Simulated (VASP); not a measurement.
Input:

```
CELL_PARAMETERS angstrom
      2.17692    -3.77053     0.00000
      2.17692     3.77053     0.00000
      0.00000     0.00000     5.97670
ATOMIC_POSITIONS crystal
  Te 0.00000 0.27357 0.66667
  Te 0.72643 0.72643 0.00000
  Te 0.27357 0.00000 0.33333
```

Method: MS2 meta-GGA, VASP's PBE PAW potentials (set 64) (plane waves; VASP). Run with 520 eV cut-off, 7×7×4 Γ-centred mesh, tetrahedra with Blöchl corrections, potentials Te.

Unless said otherwise, spin-orbit coupling is left out, though it shifts the bands of the heavy elements here.

Task: Give the energies of bands 4 to 12 at the high-symmetry points, in eV from the valence-band maximum.

Result: 
| band | Γ | M | K | A | L | H |
|---|---|---|---|---|---|---|
| 4 | -2.98 | -5.09 | -4.64 | -4.12 | -5.99 | -5.40 |
| 5 | -2.59 | -4.59 | -4.64 | -2.62 | -3.69 | -5.29 |
| 6 | -2.59 | -3.86 | -3.33 | -2.62 | -3.67 | -5.29 |
| 7 | -1.72 | -3.74 | -3.33 | -1.37 | -2.63 | -1.05 |
| 8 | -1.72 | -1.00 | -3.07 | -0.95 | -2.34 | 0.00 |
| 9 | -0.97 | -0.80 | -3.04 | -0.95 | -0.32 | 0.00 |
| 10 | 1.10 | 0.85 | 3.08 | 0.50 | 0.60 | 0.12 |
| 11 | 1.10 | 0.90 | 3.08 | 0.63 | 2.02 | 1.29 |
| 12 | 1.83 | 2.71 | 3.38 | 0.63 | 2.73 | 1.29 |

The gap is direct, 0.12 eV, from the valence maximum at H to the conduction minimum at H.

The compound is Te in the trig structure. It was relaxed first.
